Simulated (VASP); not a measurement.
Crystal: MgCd2Te3.

```
Mg Cd Te
1.0
    -4.52318    4.67261   19.17757
     2.30614   -2.24139    9.57688
     2.19405    2.17386   -9.56635
Mg Cd Te
2 4 6
Direct
  0.99327 0.98830 0.98162
  0.50048 0.00554 0.01143
  0.17257 0.32849 0.00559
  0.66623 0.36144 0.02044
  0.33766 0.66471 0.00327
  0.83613 0.65862 0.00488
  0.46564 0.41985 0.50941
  0.95764 0.40828 0.48794
  0.29080 0.08395 0.50049
  0.79243 0.08809 0.50957
  0.12760 0.75764 0.50534
  0.62051 0.76412 0.50489
```

The cell was built by a generator and needn't be a form met in nature.

```yaml
Program: VASP 6.6.1
Task: relaxation of cell and atoms
Functional: PBE
Potentials_or_basis: VASP PAW PBE potentials, release 64 (Mg, Cd, Te)
Cutoff: 520 eV
k_mesh: 3 × 3 × 3
Occupations: gaussian, width 0.05 eV
Spin: no spin polarisation
```

At the start: pressure 4.5 GPa; volume 32.41 Å³/atom.

Problem. How do energy, volume and symmetry change on relaxing?

Solution. Over 21 steps the energy falls by 57.8 meV/atom and the volume is 35.77 Å³/atom (+10.4 %); space group Cc (No. 9, to 0.05 Å).

Step by step:
```tsv
step	energy change (eV)	largest force (eV/Å)	pressure (GPa)	volume (Å³)
1	0.0000	0.7114	4.50	388.90
2	-0.6071	0.2220	-0.94	442.40
3	-0.6350	0.2666	-0.14	431.92
4	-0.6348	0.2605	-0.24	432.81
5	-0.6605	0.1758	-0.14	431.36
6	-0.6803	0.0857	0.05	428.80
7	-0.6805	0.0955	0.07	428.55
8	-0.6857	0.1049	-0.01	429.55
9	-0.6870	0.1127	-0.08	430.34
10	-0.6901	0.0465	-0.01	429.22
11	-0.6905	0.0372	0.06	428.65
12	-0.6905	0.0380	0.04	428.73
13	-0.6910	0.0390	-0.04	429.51
14	-0.6911	0.0424	-0.05	429.77
15	-0.6916	0.0384	-0.05	429.50
16	-0.6926	0.0338	0.03	428.69
17	-0.6927	0.0416	0.04	428.32
18	-0.6933	0.0334	0.03	428.71
19	-0.6936	0.0336	-0.03	429.63
20	-0.6936	0.0537	-0.04	429.35
21	-0.6939	0.0226	-0.02	429.29
```

Final structure:
```
CELL_PARAMETERS angstrom
-4.72338 4.67579 19.44245
2.36689 -2.33699 9.72206
2.35788 2.33515 -9.72098
ATOMIC_POSITIONS crystal
Mg 0.99984 0.99966 0.99939
Mg 0.50101 0.00275 0.00474
Cd 0.16911 0.33540 0.00361
Cd 0.66792 0.34270 0.00960
Cd 0.33276 0.66599 0.00133
Cd 0.83403 0.66725 0.00447
Te 0.46155 0.42328 0.50518
Te 0.96089 0.42002 0.50133
Te 0.29065 0.08173 0.50211
Te 0.79088 0.08273 0.50264
Te 0.12644 0.75108 0.50256
Te 0.62587 0.75643 0.50789
```

Caveat: the k mesh is coarse (spacing up to 0.67 Å⁻¹), so the values aren't converged.
